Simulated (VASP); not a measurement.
Crystal: AlCl.

```
CELL_PARAMETERS angstrom
0.00000 2.84863 2.84863
2.84863 0.00000 2.84863
2.84863 2.84863 0.00000
ATOMIC_POSITIONS crystal
Al 0.50000 0.50000 0.50000
Cl 0.00000 0.00000 0.00000
```

The cell was built by a generator and needn't be a form met in nature.

* Program: VASP 6.6.1
* Task: relaxation of cell and atoms
* Functional: AM05
* Potentials or basis: VASP PAW PBE potentials, release 64 (Al, Cl)
* Cutoff: 600 eV
* k mesh: 8 × 8 × 8
* Occupations: fermi-dirac, width 0.05 eV
* Spin: no spin polarisation

At the start: pressure 4.0 GPa; volume 23.12 Å³/atom.

Task: Where does the relaxation end?

Result: Over 4 steps the energy falls by 40.6 meV/atom and the volume is 26.88 Å³/atom (+16.3 %); space group Fm-3m (No. 225, to 0.05 Å).

The path:
| step | energy change (eV) | largest force (eV/Å) | pressure (GPa) | volume (Å³) |
| --- | --- | --- | --- | --- |
| 1 | 0.0000 | 0.0000 | 4.00 | 46.23 |
| 2 | -0.0654 | 0.0000 | 1.49 | 50.20 |
| 3 | -0.0806 | 0.0000 | 0.29 | 53.01 |
| 4 | -0.0812 | 0.0000 | -0.02 | 53.76 |

Final structure:
```yaml
crystal:
  lattice:
    - [0.00000, 2.99555, 2.99555]
    - [2.99555, 0.00000, 2.99555]
    - [2.99555, 2.99555, 0.00000]
  atoms:
    - { symbol: Al, position: [0.50000, 0.50000, 0.50000] }
    - { symbol: Cl, position: [0.00000, 0.00000, 0.00000] }
```

Caveat: the volume moved by over 15 % at a fixed basis, so the end points are rough; the PAW data sets were made with another functional, which shifts forces and pressure a little.
